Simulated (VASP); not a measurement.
```
CELL_PARAMETERS angstrom
      3.26496     0.00000     0.00000
      0.00000     3.26496     0.00000
      0.00000     0.00000     3.26496
ATOMIC_POSITIONS crystal
  Fe 0.00000 0.00000 0.00000
  Sb 0.50000 0.50000 0.50000
```
Starting moments (μB, in the order of the record's atoms Fe Sb): 2.6 -0.1.

These are r2SCAN meta-GGA, VASP's PBE PAW potentials (set 64) (plane waves; VASP) values and carry that method's errors. Numerical set-up: 400 eV cut-off, 13×13×13 Γ-centred mesh, tetrahedra with Blöchl corrections, potentials Fe Sb.

Unless said otherwise, spin-orbit coupling is left out, though it shifts the bands of the heavy elements here.

Q: Tabulate the total density of states (states/eV per cell) against energy (eV; zero at the valence-band maximum or, without a gap, the Fermi level).

A: 
```
E (eV) | DOS (states/eV)
    -9.98 | #### 0.47
    -9.38 | ### 0.29
    -8.90 | # 0.16
    -8.30 | # 0.08
    -7.70 | ## 0.19
    -7.22 | ### 0.30
    -6.62 | #### 0.44
    -6.02 | ###### 0.70
    -5.54 | ############## 1.50
    -4.94 | ########### 1.17
    -4.34 | ########## 1.16
    -3.86 | ############ 1.35
    -3.26 | ############################## 3.31
    -2.66 | ########## 1.09
    -2.18 | ################ 1.81
    -1.58 | ########### 1.25
    -0.98 | ##################### 2.28
    -0.50 | ############### 1.69
     0.10 | ################## 1.95
     0.70 | ########## 1.09
     1.18 | ################### 2.13
     1.78 | ######### 0.98
     2.38 | ########## 1.15
     2.86 | ######### 1.02
     3.46 | ######### 1.03
```
Within 2 eV below the Fermi level the largest weight inside VASP's projection spheres is Fe d.

The structure was generated: FeSb was put into the CsCl type type (Pm-3m), which need not be its known phase. It was relaxed first, which changed the volume by -20 %.
